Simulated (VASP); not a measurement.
Calculation: PBEsol GGA, VASP's PBE PAW potentials (set 64) (plane waves; VASP).

The input files of a VASP run:

### POSCAR
```
TiC
1
    0.0000000000     2.1797443352     2.1475313647
    2.1797443352     0.0000000000     2.1475313647
    2.1797443352     2.1797443352     0.0000000000
Ti C
1 1
Direct
  0.0000000000   0.0000000000   0.0000000000
  0.5000000000   0.5000000000   0.5000000000
```

**INCAR**
```
GGA = PS
LREAL = .FALSE.
EDIFF = 1E-7   ! SCF stop (eV)
NELM = 100
LCHARG = .FALSE.
ENCUT = 600   ! plane-wave cut-off (eV)
LASPH = .TRUE.   ! aspherical one-centre terms
ISIF = 2
SIGMA = 0.1
ISMEAR = 1   ! Methfessel-Paxton
LWAVE = .FALSE.
ALGO = Normal
PREC = Accurate
LMAXMIX = 4   ! l cut-off of mixed one-centre charges
SYSTEM = TiC
```

File KPOINTS:
```
Automatic mesh
0
Gamma
14 14 14
0 0 0
```

POTCAR, in this order: Ti_sv C (PBE.64 set). Program: vasp_std.

Problem. What does the run give for the energy per atom (σ→0), pressure, band gap (on the k-mesh)?

Solution. 
```json
{
  "energy per atom (σ→0)": "-9.892 eV/atom",
  "band gap (on the k-mesh)": "none (metal, semimetal or under 0.01 eV)",
  "pressure": "-7.53 GPa"
}
```

File OSZICAR:
```
...
DAV:   9    -0.197901977865E+02   -0.15076E-02   -0.12583E-01  6476   0.425E+00    0.893E-01
DAV:  10    -0.197856657480E+02    0.45320E-02   -0.17892E-02  7688   0.210E+00    0.508E-01
DAV:  11    -0.197846257178E+02    0.10400E-02   -0.68335E-03  6472   0.119E+00    0.109E-01
DAV:  12    -0.197845321537E+02    0.93564E-04   -0.59781E-04  6524   0.404E-01    0.348E-02
DAV:  13    -0.197845145822E+02    0.17571E-04   -0.40201E-05  8840   0.910E-02    0.946E-03
DAV:  14    -0.197845137627E+02    0.81958E-06   -0.21652E-06  6484   0.171E-02    0.174E-03
DAV:  15    -0.197845137131E+02    0.49573E-07   -0.28112E-07  6600   0.435E-03
   1 F= -.19784514E+02 E0= -.19784536E+02  d E =0.667261E-04
```

The compound is TiC in the rock salt structure. This cell was strained or had an atom moved on purpose.
